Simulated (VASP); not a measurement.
Given:

```
CELL_PARAMETERS angstrom
      2.16613    -3.75184     0.00000
      2.16613     3.75184     0.00000
      0.00000     0.00000     7.06322
ATOMIC_POSITIONS crystal
  Cd 0.66667 0.33333 0.50005
  Cd 0.33333 0.66667 0.00005
  Se 0.66667 0.33333 0.87595
  Se 0.33333 0.66667 0.37595
```

Method: PBE GGA with D3 dispersion (zero damping), VASP's PBE PAW potentials (set 64) (plane waves; VASP). Settings: 520 eV cut-off, 7×7×4 Γ-centred mesh, tetrahedra with Blöchl corrections, potentials Cd Se.

The cores are frozen, which limits the accuracy of field gradients.

**Question.** Give the principal components of the electric field gradient (V/Å²) and the asymmetry η at each nucleus.

**Answer.** 
| atom | Vxx | Vyy | Vzz | η |
|---|---|---|---|---|
| Cd1 | -1.1 | -1.1 | 2.2 | 0.00 |
| Cd2 | -1.1 | -1.1 | 2.2 | 0.00 |
| Se3 | -0.6 | -0.6 | 1.3 | 0.00 |
| Se4 | -0.6 | -0.6 | 1.3 | 0.00 |

The compound is CdSe in the wurtzite structure. It was relaxed first.
